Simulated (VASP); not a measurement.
```
CELL_PARAMETERS angstrom
      3.95552     0.00000     0.00000
      0.00000     3.95552     0.00000
      0.00000     0.00000     4.84698
ATOMIC_POSITIONS crystal
  Pb 0.50000 0.00000 0.76019
  Pb 0.00000 0.50000 0.23981
  O  0.50000 0.50000 0.00000
  O  0.00000 0.00000 0.00000
```

Computed with PBE GGA with D4 dispersion, VASP's PBE PAW potentials (set 64) (plane waves; VASP). Numerical set-up: 520 eV cut-off, 6×6×5 Γ-centred mesh, Gaussian smearing of 0.050 eV, potentials Pb_d O.

**Question.** The ions and cell shape at fixed volume are relaxed. Give the cell that the relaxation ends in.

**Answer.** 
```
CELL_PARAMETERS angstrom
      4.02686     0.00000     0.00000
      0.00000     4.02686     0.00000
      0.00000     0.00000     4.67675
ATOMIC_POSITIONS crystal
  Pb 0.50000 0.00000 0.74741
  Pb 0.00000 0.50000 0.25259
  O  0.50000 0.50000 0.00000
  O  0.00000 0.00000 0.00000
```
Space group P4/nmm (129), at a tolerance of 0.03 Å.

**Question.** How much energy does the relaxation gain?

**Answer.** The energy (σ→0) changes by -14.4 meV/atom, in 8 ionic steps.

| step | E(σ→0) (eV) | max force (eV/Å) | pressure (GPa) | volume (Å³) |
|---|---|---|---|---|
| 1 | -22.4704 | 0.857 | 5.60 | 75.84 |
| 2 | -22.5137 | 0.142 | 3.13 | 75.84 |
| 3 | -22.5157 | 0.044 | 2.52 | 75.84 |
| 4 | -22.5214 | 0.021 | 2.33 | 75.84 |
| 5 | -22.5279 | 0.028 | 1.83 | 75.84 |
| 6 | -22.5280 | 0.031 | 1.79 | 75.84 |
| 7 | -22.5280 | 0.032 | 1.77 | 75.84 |
| 8 | -22.5280 | 0.010 | 1.62 | 75.84 |

The compound is PbO in the litharge structure. This cell is one point of a volume scan, at 0.94 of the reference volume. Symmetry was kept, so distortions that lower it aren't found.
